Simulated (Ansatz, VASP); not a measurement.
## Cross-check of Sr2MgH6 between VASP and Ansatz

Aim: how closely do two programs agree when they are given the same cell, functional and k mesh? The cell is taken from a series of runs on this material, whose earlier steps may have relaxed, scaled, displaced or heated it; both programs get it as it stands.

Program: Ansatz 0.2.0. Level of theory: plane waves, with VASP 6.6.1 beside it; dielectric response at PBEsol. Results are calculated unless marked as measured.

## (1) Set-up

The structure is trigonal, space group P-3m1 (No. 164). The conventional cell has a = 5.475 Å, b = 5.475 Å, c = 4.188 Å, α = 90.00°, β = 90.00°, γ = 120.00°. Nearest to Sr lie 12 H at 2.56 to 2.74 Å. Mg has 6 H at 1.94 Å nearest. Nearest to H lie 1 Mg at 1.94 Å and 4 Sr at 2.56 to 2.74 Å and 6 H at 2.58 to 2.78 Å. Farther neighbours are not listed.

As a file:

```cif
data_structure
_symmetry_space_group_name_H-M 'P 1'
_symmetry_Int_Tables_number 1
_cell_length_a 5.4754
_cell_length_b 5.4754
_cell_length_c 4.1885
_cell_angle_alpha 90.000
_cell_angle_beta 90.000
_cell_angle_gamma 120.000
_cell_volume 108.75
loop_
_atom_site_label
_atom_site_type_symbol
_atom_site_fract_x
_atom_site_fract_y
_atom_site_fract_z
_atom_site_occupancy
Sr1 Sr 0.66667 0.33333 0.26353 1
Sr2 Sr 0.33333 0.66667 0.73647 1
Mg3 Mg 0.00000 0.00000 0.00000 1
H4 H 0.82346 0.64692 0.76525 1
H5 H 0.82346 0.17654 0.76525 1
H6 H 0.35308 0.17654 0.76525 1
H7 H 0.17654 0.35308 0.23475 1
H8 H 0.17654 0.82346 0.23475 1
H9 H 0.64692 0.82346 0.23475 1
```

## (2) VASP: dielectric response, PBEsol

The response to a field tests empty states and converges slowly with the mesh.

Lines of VASP's logs that name or quote its potential files are left out, and so is its time.

The input, INCAR:

```
SYSTEM = Sr2MgH6
PREC = Accurate
ENCUT = 520
EDIFF = 1E-08
NELM = 120
ISMEAR = 0
SIGMA = 0.01
LREAL = .FALSE.
ALGO = Normal
GGA = PS
NBANDS = 23
LORBIT = 11
LWAVE = .FALSE.
LCHARG = .FALSE.
ISIF = 2
LEPSILON = .TRUE.
LASPH = .TRUE.
GGA_COMPAT = .FALSE.
KPAR = 2
```

The input, POSCAR:

```
Sr2MgH6
1.0
    5.4754382958      0.0000000000      0.0000000000
   -2.7377191479      4.7418686610      0.0000000000
    0.0000000000      0.0000000000      4.1884677300
Sr Mg H
2 1 6
Direct
    0.6666666667      0.3333333333      0.2635325700
    0.3333333333      0.6666666667      0.7364674300
    0.0000000000      0.0000000000      0.0000000000
    0.8234594433      0.6469188867      0.7652483500
    0.8234594433      0.1765405567      0.7652483500
    0.3530811133      0.1765405567      0.7652483500
    0.1765405567      0.3530811133      0.2347516500
    0.1765405567      0.8234594433      0.2347516500
    0.6469188867      0.8234594433      0.2347516500
```

The input, KPOINTS:

```
Automatic mesh
0
Gamma
6 6 6
0 0 0
```

Potentials, in the order of the species: Sr_sv, Mg and H (PBE family, release 64).

Launch:

```sh
$ mpirun -np 2 vasp_std
```

Numbers of over 12 decimals in the logs are rounded to 6 here.

The program printed:

```text
[banner, memory and clock lines left out]
running    2 mpi-ranks, on    1 nodes
 distrk:  each k-point on    1 cores,    2 groups
 distr:  one band on    1 cores,    1 groups

 POSCAR found type information on POSCAR SrMgH
 POSCAR found :  3 types and       9 ions
|                                                                             |
|               ----> ADVICE to this user running VASP <----                  |
|                                                                             |
|     You enforced a specific xc type in the INCAR file but a different       |
|     [... a line on the potential file left out ...]
|     I HOPE YOU KNOW WHAT YOU ARE DOING!                                     |
|                                                                             |

 LDA part: xc-table for (Slater+PW92), standard interpolation
 POSCAR, INCAR and KPOINTS ok, starting setup
 FFT: planning ... GRIDC
 FFT: planning ... GRID_SOFT
 FFT: planning ... GRID
 WAVECAR not read
 entering main loop
       N       E                     dE             d eps       ncg     rms          rms(c)
DAV:   1     0.110481269221E+03    0.11048E+03   -0.13001E+04  1580   0.107E+03
DAV:   2    -0.210468988138E+02   -0.13153E+03   -0.12815E+03  1916   0.229E+02
DAV:   3    -0.307276982241E+02   -0.96808E+01   -0.96469E+01  2722   0.489E+01
DAV:   4    -0.309571891684E+02   -0.22949E+00   -0.22933E+00  2144   0.673E+00
DAV:   5    -0.309628801004E+02   -0.56909E-02   -0.56908E-02  2422   0.800E-01    0.227E+01
DAV:   6    -0.297212530186E+02    0.12416E+01   -0.95766E-01  1984   0.415E+00    0.144E+01
DAV:   7    -0.293718123458E+02    0.34944E+00   -0.17506E+00  2136   0.575E+00    0.279E+00
DAV:   8    -0.293568795755E+02    0.14933E-01   -0.20465E-01  2141   0.187E+00    0.769E-01
DAV:   9    -0.293572289468E+02   -0.34937E-03   -0.63150E-03  2128   0.377E-01    0.567E-01
DAV:  10    -0.293570920502E+02    0.13690E-03   -0.10481E-03  2605   0.163E-01    0.102E-01
DAV:  11    -0.293570942532E+02   -0.22029E-05   -0.17734E-04  2045   0.587E-02    0.863E-02
DAV:  12    -0.293570940588E+02    0.19436E-06   -0.62174E-06  2134   0.103E-02    0.754E-02
DAV:  13    -0.293570898531E+02    0.42057E-05   -0.88368E-06  2045   0.161E-02    0.354E-02
DAV:  14    -0.293570886951E+02    0.11580E-05   -0.47403E-06  2143   0.105E-02    0.173E-02
DAV:  15    -0.293570889196E+02   -0.22448E-06   -0.39289E-07  2148   0.359E-03    0.642E-03
DAV:  16    -0.293570892130E+02   -0.29347E-06   -0.34683E-07  2691   0.303E-03    0.379E-03
DAV:  17    -0.293570890804E+02    0.13265E-06   -0.32253E-08  1873   0.105E-03    0.121E-03
DAV:  18    -0.293570890272E+02    0.53225E-07   -0.88254E-09  1420   0.493E-04    0.127E-04
DAV:  19    -0.293570890301E+02   -0.29111E-08   -0.13113E-09  1223   0.192E-04
   1 F= -.29357089E+02 E0= -.29357089E+02  d E =-.695153E-46
 Linear response reoptimize wavefunctions to high precision
DAV:   1    -0.293570890300E+02    0.11505E-09   -0.49683E-10  1286   0.101E-04
DAV:   2    -0.293570890300E+02   -0.44338E-10   -0.20832E-10  1195   0.511E-05
 Linear response G [H, r] |phi>, progress :
  Direction:   1
       N       E                     dE             d eps       ncg     rms
RMM:   1    -0.101845998984E+03   -0.10185E+03    0.10165E+03  2960   0.122E+02
RMM:   2    -0.968026930586E+02    0.50433E+01   -0.18981E+01  3159   0.207E+01
RMM:   3    -0.976955267559E+02   -0.89283E+00   -0.73353E+00  3791   0.788E+00
RMM:   4    -0.979406340418E+02   -0.24511E+00   -0.18350E+00  3873   0.358E+00
RMM:   5    -0.980218778441E+02   -0.81244E-01   -0.58087E-01  3986   0.176E+00
RMM:   6    -0.980398829572E+02   -0.18005E-01   -0.15993E-01  3980   0.862E-01
RMM:   7    -0.980434745286E+02   -0.35916E-02    0.20106E-02  4040   0.463E-01
RMM:   8    -0.980445629743E+02   -0.10884E-02    0.11534E-02  4100   0.264E-01
RMM:   9    -0.980451199252E+02   -0.55695E-03    0.37907E-02  4118   0.149E-01
RMM:  10    -0.980451116120E+02    0.83131E-05    0.10903E-02  4108   0.889E-02
RMM:  11    -0.980452738756E+02   -0.16226E-03    0.13687E-02  4053   0.523E-02
RMM:  12    -0.980452092221E+02    0.64654E-04    0.41494E-03  3886   0.323E-02
RMM:  13    -0.980452704105E+02   -0.61188E-04    0.75238E-03  3803   0.197E-02
RMM:  14    -0.980452378160E+02    0.32594E-04    0.65118E-04  3649   0.125E-02
RMM:  15    -0.980452604828E+02   -0.22667E-04    0.33955E-03  3560   0.780E-03
RMM:  16    -0.980452470354E+02    0.13447E-04    0.19136E-04  3517   0.507E-03
RMM:  17    -0.980452560761E+02   -0.90407E-05    0.12415E-03  3456   0.330E-03
RMM:  18    -0.980452506461E+02    0.54299E-05    0.16055E-05  3390   0.222E-03
RMM:  19    -0.980452543174E+02   -0.36713E-05    0.67246E-04  3350   0.153E-03
RMM:  20    -0.980452521144E+02    0.22029E-05   -0.71699E-05  3298   0.110E-03
[...]
Linear response to external field (no local field effect), progress :
  Direction:   3
       N       E                     dE             d eps       ncg     rms          rms(c)
RMM:   1    -0.123073030885E+01   -0.12307E+01   -0.33603E+00  3549   0.444E+00
RMM:   2    -0.127847170551E+01   -0.47741E-01   -0.15878E-01  3342   0.109E+00
RMM:   3    -0.128651306010E+01   -0.80414E-02   -0.41241E-02  3586   0.432E-01
RMM:   4    -0.128817486265E+01   -0.16618E-02   -0.10283E-02  3760   0.193E-01
[...]
RMM:   7    -0.128697269040E+01   -0.28756E-02   -0.50032E-04  7535   0.676E-02    0.431E-02
RMM:   8    -0.128743150039E+01   -0.45881E-03   -0.18584E-04  7659   0.368E-02    0.879E-03
RMM:   9    -0.128743433262E+01   -0.28322E-05   -0.50656E-05  8218   0.180E-02    0.751E-03
RMM:  10    -0.128744261343E+01   -0.82808E-05   -0.52973E-05  8179   0.924E-03    0.160E-03
RMM:  11    -0.128741475710E+01    0.27856E-04    0.72111E-06  8327   0.503E-03    0.198E-03
RMM:  12    -0.128741401121E+01    0.74589E-06   -0.21055E-05  8037   0.304E-03    0.109E-03
RMM:  13    -0.128741453214E+01   -0.52093E-06    0.80148E-06  8294   0.172E-03    0.772E-04
RMM:  14    -0.128741439033E+01    0.14181E-06   -0.94641E-06  7918   0.104E-03    0.149E-04
[...]
RMM:  19    -0.128741211548E+01    0.74411E-07    0.94893E-07  5300   0.119E-04    0.592E-05
RMM:  20    -0.128741205666E+01    0.58825E-07   -0.81067E-07  5104   0.911E-05    0.479E-05
RMM:  21    -0.128741195568E+01    0.10098E-06    0.37795E-07  5070   0.757E-05    0.169E-05
RMM:  22    -0.128741202596E+01   -0.70280E-07   -0.36433E-07  4564   0.635E-05    0.216E-05
RMM:  23    -0.128741201662E+01    0.93391E-08    0.11449E-07  4339   0.577E-05    0.155E-05
RMM:  24    -0.128741200689E+01    0.97291E-08   -0.17403E-07  4213   0.550E-05    0.128E-05
RMM:  25    -0.128741199632E+01    0.10574E-07    0.24189E-08  4080   0.535E-05    0.101E-05
RMM:  26    -0.128741198703E+01    0.92864E-08   -0.85403E-08  3993   0.529E-05    0.818E-06
 change of polarisation eV/A/(eV/A) component  1 :     2.333    -0.026     0.003
 dielectric tensor                  component  1 :     4.883    -0.044     0.005
 Linear response to external field, progress :
  Direction:   2
       N       E                     dE             d eps       ncg     rms          rms(c)
RMM:   1    -0.115682339819E+01   -0.11568E+01   -0.27181E+00  7410   0.439E+00
RMM:   2    -0.120606345240E+01   -0.49240E-01   -0.18040E-01  7238   0.116E+00    0.215E+00
RMM:   3    -0.119478247428E+01    0.11281E-01   -0.66651E-02  6374   0.111E+00    0.136E+00
RMM:   4    -0.127013052927E+01   -0.75348E-01   -0.38647E-02  6515   0.110E+00    0.259E-01
RMM:   5    -0.128260941848E+01   -0.12479E-01   -0.13592E-02  7587   0.395E-01    0.910E-02
RMM:   6    -0.128407697224E+01   -0.14676E-02   -0.27044E-03  8166   0.157E-01    0.801E-02
RMM:   7    -0.128671731917E+01   -0.26403E-02   -0.42931E-04  7706   0.669E-02    0.454E-02
RMM:   8    -0.128743597149E+01   -0.71865E-03   -0.12793E-04  7765   0.373E-02    0.940E-03
RMM:   9    -0.128742927409E+01    0.66974E-05   -0.33955E-05  8385   0.182E-02    0.777E-03
RMM:  10    -0.128744713320E+01   -0.17859E-04   -0.42273E-05  8368   0.932E-03    0.162E-03
RMM:  11    -0.128741492561E+01    0.32208E-04    0.64739E-06  8540   0.514E-03    0.102E-03
RMM:  12    -0.128741437996E+01    0.54565E-06   -0.18004E-05  8513   0.293E-03    0.966E-04
RMM:  13    -0.128741360319E+01    0.77677E-06    0.69545E-06  8578   0.164E-03    0.613E-04
RMM:  14    -0.128741357101E+01    0.32186E-07   -0.60200E-06  8189   0.975E-04    0.464E-04
RMM:  15    -0.128741317162E+01    0.39939E-06    0.25462E-06  7613   0.609E-04    0.264E-04
RMM:  16    -0.128741203939E+01    0.11322E-05   -0.22716E-06  7207   0.406E-04    0.155E-04
RMM:  17    -0.128741232000E+01   -0.28061E-06    0.87827E-07  6196   0.249E-04    0.308E-05
RMM:  18    -0.128741234821E+01   -0.28212E-07   -0.92717E-07  5926   0.174E-04    0.340E-05
RMM:  19    -0.128741223227E+01    0.11594E-06    0.33618E-07  5568   0.122E-04    0.236E-05
RMM:  20    -0.128741219853E+01    0.33745E-07   -0.42211E-07  5291   0.928E-05    0.321E-05
RMM:  21    -0.128741214979E+01    0.48735E-07    0.10227E-07  5018   0.742E-05    0.296E-05
RMM:  22    -0.128741208754E+01    0.62253E-07   -0.17587E-07  4758   0.630E-05    0.992E-06
 change of polarisation eV/A/(eV/A) component  2 :    -0.026     2.333    -0.000
 dielectric tensor                  component  2 :    -0.044     4.883    -0.000
 Linear response to external field, progress :
  Direction:   3
       N       E                     dE             d eps       ncg     rms          rms(c)
RMM:   1    -0.123073030885E+01   -0.12307E+01   -0.33603E+00  3549   0.444E+00
RMM:   2    -0.127846604198E+01   -0.47736E-01   -0.15872E-01  3341   0.109E+00    0.250E+00
RMM:   3    -0.126370079890E+01    0.14765E-01   -0.57652E-02  3083   0.108E+00    0.157E+00
RMM:   4    -0.133675885985E+01   -0.73058E-01   -0.38687E-02  3112   0.113E+00    0.287E-01
RMM:   5    -0.134842106074E+01   -0.11662E-01   -0.12469E-02  3556   0.382E-01    0.101E-01
RMM:   6    -0.135108932933E+01   -0.26683E-02   -0.31118E-03  3789   0.153E-01    0.769E-02
RMM:   7    -0.135469567413E+01   -0.36063E-02   -0.64129E-04  3627   0.715E-02    0.333E-02
RMM:   8    -0.135477743502E+01   -0.81761E-04   -0.27254E-04  3850   0.357E-02    0.109E-02
RMM:   9    -0.135476738092E+01    0.10054E-04    0.11498E-05  3886   0.173E-02    0.852E-03
RMM:  10    -0.135480021867E+01   -0.32838E-04   -0.85579E-05  3986   0.907E-03    0.212E-03
RMM:  11    -0.135474049999E+01    0.59719E-04    0.37292E-05  3900   0.536E-03    0.355E-03
RMM:  12    -0.135474001826E+01    0.48173E-06   -0.40540E-05  3971   0.297E-03    0.176E-03
RMM:  13    -0.135473922783E+01    0.79043E-06    0.16928E-05  3890   0.181E-03    0.310E-03
RMM:  14    -0.135474439936E+01   -0.51715E-05   -0.17294E-05  3568   0.126E-03    0.146E-03
RMM:  15    -0.135474441273E+01   -0.13368E-07    0.12165E-05  3798   0.750E-04    0.154E-03
RMM:  16    -0.135474421975E+01    0.19298E-06   -0.75115E-06  3494   0.453E-04    0.126E-03
RMM:  17    -0.135474259987E+01    0.16199E-05    0.41016E-06  3273   0.351E-04    0.934E-04
RMM:  18    -0.135474156751E+01    0.10324E-05   -0.28674E-06  3120   0.221E-04    0.406E-04
RMM:  19    -0.135474134563E+01    0.22188E-06    0.19903E-06  2521   0.141E-04    0.342E-04
RMM:  20    -0.135474099018E+01    0.35546E-06   -0.13685E-06  2601   0.111E-04    0.546E-05
RMM:  21    -0.135474099318E+01   -0.29999E-08    0.90454E-07  2245   0.837E-05    0.591E-05
RMM:  22    -0.135474095944E+01    0.33731E-07   -0.59975E-07  2123   0.703E-05    0.228E-05
RMM:  23    -0.135474089956E+01    0.59884E-07    0.45527E-07  2056   0.612E-05    0.713E-06
 change of polarisation eV/A/(eV/A) component  3 :     0.020     0.056     2.470
 dielectric tensor                  component  3 :     0.034     0.093     5.110
 Born effective charges drift removed
```

Parts of OUTCAR (step 2):

```text
ion  position               nearest neighbor table
   1  0.667  0.333  0.264-   5 2.56   4 2.56   6 2.56   5 2.57   4 2.57   6 2.57   9 2.74   8 2.74
                             8 2.74   9 2.74   7 2.74   7 2.74   3 3.35   3 3.35   3 3.35   2 3.73
   2  0.333  0.667  0.736-   8 2.56   7 2.56   9 2.56   8 2.57   7 2.57   9 2.57   6 2.74   5 2.74
                             5 2.74   6 2.74   4 2.74   4 2.74   3 3.35   3 3.35   3 3.35   1 3.73
   3  0.000  0.000  0.000-   4 1.94   7 1.94   6 1.94   9 1.94   8 1.94   5 1.94   1 3.35   2 3.35
                             2 3.35   1 3.35   1 3.35   2 3.35
   4  0.823  0.647  0.765-   3 1.94   1 2.56   1 2.57   2 2.74   2 2.74
   5  0.823  0.177  0.765-   3 1.94   1 2.56   1 2.57   2 2.74   2 2.74
   6  0.353  0.177  0.765-   3 1.94   1 2.56   1 2.57   2 2.74   2 2.74
   7  0.177  0.353  0.235-   3 1.94   2 2.56   2 2.57   1 2.74   1 2.74
   8  0.177  0.823  0.235-   3 1.94   2 2.56   2 2.57   1 2.74   1 2.74
   9  0.647  0.823  0.235-   3 1.94   2 2.56   2 2.57   1 2.74   1 2.74

  LATTYP: Found a hexagonal cell.
 ALAT       =     5.4754382958
 C/A-ratio  =     0.7649556992

 Subroutine GETGRP returns: Found 12 space group operations
 (whereof 12 operations were pure point group operations)

The static configuration has the point symmetry D_3d.

 Found     34 irreducible k-points:

   k-points           NKPTS =     34   k-points in BZ     NKDIM =     34   number of bands    NBANDS=     23

   dimension x,y,z NGX =    42 NGY =   42 NGZ =   32
   dimension x,y,z NGXF=    84 NGYF=   84 NGZF=   64

   ENCUT  =  520.0 eV  38.22 Ry    6.18 a.u.  10.18 10.18  7.79*2*pi/ulx,y,z

   NELECT =      28.0000    total number of electrons

 k-points in reciprocal lattice and weights: Automatic mesh
   0.00000000  0.00000000  0.00000000       0.005
   0.16666667  0.00000000  0.00000000       0.028
   0.33333333  0.00000000  0.00000000       0.028
   0.50000000  0.00000000  0.00000000       0.014
   0.16666667  0.16666667  0.00000000       0.028
   0.33333333  0.16666667  0.00000000       0.056
   0.33333333  0.33333333  0.00000000       0.009
   0.00000000  0.00000000  0.16666667       0.009
   0.16666667  0.00000000  0.16666667       0.028
[...]
0.33333333  0.16666667  0.50000000       0.056
   0.33333333  0.33333333  0.50000000       0.009

 average (electrostatic) potential at core
       1 -38.7100       2 -38.7100       3 -38.5472       4 -32.8065       5 -32.8065
       6 -32.8065       7 -32.8065       8 -32.8065       9 -32.8065

  Total       -0.9212550     -0.9212550     -0.8925588     -0.0000000      0.0000000      0.0000000
  in kB      -13.5727183    -13.5727183    -13.1499423     -0.0000000      0.0000000      0.0000000
  external PRESSURE =     -13.4317930 kB  Pullay stress =       0.0000000 kB

  energy-cutoff  :      520.00
  volume of cell :      108.75
      direct lattice vectors                 reciprocal lattice vectors
     5.475438296  0.000000000  0.000000000     0.182633781  0.105443663  0.000000000
    -2.737719148  4.741868661  0.000000000     0.000000000  0.210887326  0.000000000
     0.000000000  0.000000000  4.188467730     0.000000000  0.000000000  0.238750795

 POSITION                                       TOTAL-FORCE (eV/Angst)
 -----------------------------------------------------------------------------------
      2.73772      1.58062      1.10380         0.000000     -0.000000     -0.040335
     -0.00000      3.16125      3.08467        -0.000000     -0.000000      0.040335
      0.00000      0.00000      0.00000         0.000000     -0.000000      0.000000
      2.73772      3.06760      3.20522         0.000000     -0.098369     -0.044384
      4.02548      0.83713      3.20522        -0.085190      0.049184     -0.044384
      1.44996      0.83713      3.20522         0.085190      0.049184     -0.044384
      0.00000      1.67426      0.98325         0.000000      0.098369      0.044384
     -1.28776      3.90474      0.98325         0.085190     -0.049184      0.044384
      1.28776      3.90474      0.98325        -0.085190     -0.049184      0.044384
 -----------------------------------------------------------------------------------
    total drift:                                0.000000      0.000000      0.000000

 MACROSCOPIC STATIC DIELECTRIC TENSOR (including local field effects in DFT)
 ------------------------------------------------------
           4.882615     0.000000     0.000000
           0.000000     4.882615     0.000000
           0.000000     0.000000     5.109892
 ------------------------------------------------------

 PIEZOELECTRIC TENSOR (including local field effects)  for field in x, y, z        (C/m^2)
          XX          YY          ZZ          XY          YZ          ZX
  --------------------------------------------------------------------------------
  x     0.00000     0.00000     0.00000     0.00000     0.00000     0.00000
  y     0.00000     0.00000     0.00000     0.00000     0.00000     0.00000
  z     0.00000     0.00000     0.00000     0.00000     0.00000     0.00000

 BORN EFFECTIVE CHARGES (including local field effects) (in |e|, cummulative output)
 ---------------------------------------------------------------------------------
 ion    1
    1     2.16418     0.00000     0.00000
    2     0.00000     2.16418     0.00000
    3     0.00000    -0.00000     2.36378
 ion    2
    1     2.16418     0.00000     0.00000
    2     0.00000     2.16418     0.00000
    3     0.00000    -0.00000     2.36378
 ion    3
    1     1.73823     0.00000     0.00000
    2     0.00000     1.73823     0.00000
    3    -0.00000     0.00000     1.49442
 ion    4
    1    -1.09594     0.00000     0.00000
    2     0.00000    -0.92625    -0.11214
    3     0.00000    -0.08137    -1.03700
 ion    5
    1    -0.96868    -0.07348    -0.09712
    2    -0.07348    -1.05352     0.05607
    3    -0.07047     0.04068    -1.03700
 ion    6
    1    -0.96868     0.07348     0.09712
    2     0.07348    -1.05352     0.05607
    3     0.07047     0.04068    -1.03700
 ion    7
    1    -1.09594     0.00000     0.00000
    2     0.00000    -0.92625    -0.11214
    3     0.00000    -0.08137    -1.03700
 ion    8
    1    -0.96868    -0.07348    -0.09712
    2    -0.07348    -1.05352     0.05607
    3    -0.07047     0.04068    -1.03700
 ion    9
    1    -0.96868     0.07348     0.09712
    2     0.07348    -1.05352     0.05607
    3     0.07047     0.04068    -1.03700
```

(Continued in part 2 of 2.)

[Lines on the potential files, build, host, timing and source positions are cut from VASP's logs without a mark.]

[Logs are printed without paths, hosts, clocks, repeated set-up lines and the standing remarks that a program may print on its own settings, such as how far it seeks lower states.]

[Hosts, paths, dates, database ids (printed as entryN), source tags and the programs' standing remarks are cut or masked in the printed files.]
